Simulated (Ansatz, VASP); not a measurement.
## Two plane-wave programs on NbCu2

```
CELL_PARAMETERS angstrom
0.00000 2.95875 2.95875
2.95875 0.00000 2.95875
2.95875 2.95875 0.00000
ATOMIC_POSITIONS crystal
Nb 0.00000 0.00000 0.00000
Cu 0.25000 0.25000 0.25000
Cu 0.75000 0.75000 0.75000
```

Change from the starting cell: species swapped into the CdF2 type (Fm-3m, No. 225).

Alike in both runs: functional PBE; k mesh 14 × 14 × 14; occupations gaussian, width 0.1 eV; no spin polarisation.

Ansatz relaxed the structure, and its values are those at the end. VASP's run is a single point on that final structure, the one shown.

|  | VASP | Ansatz |
| --- | --- | --- |
| version | VASP 6.6.1 | Ansatz 0.2.0 |
| potentials or method | VASP PAW PBE potentials, release 64 (Nb_sv, Cu) | scalar-relativistic, plane waves, PAW |
| plane-wave cutoff (eV) | 520 | 420 |
| valence electrons in the cell | 35 | 51 |

Ansatz gave:

```
gap on the k mesh at the Fermi level (eV) : none
pressure (GPa)                            : 0.0
```

Question: Estimate VASP's values.

Answer: gap on the k mesh at the Fermi level (eV): none; pressure (GPa): 0.3.

A gap of «none» marks a metal or a gap that the smearing closes. The two sets of potentials don't hold the same shells in valence.
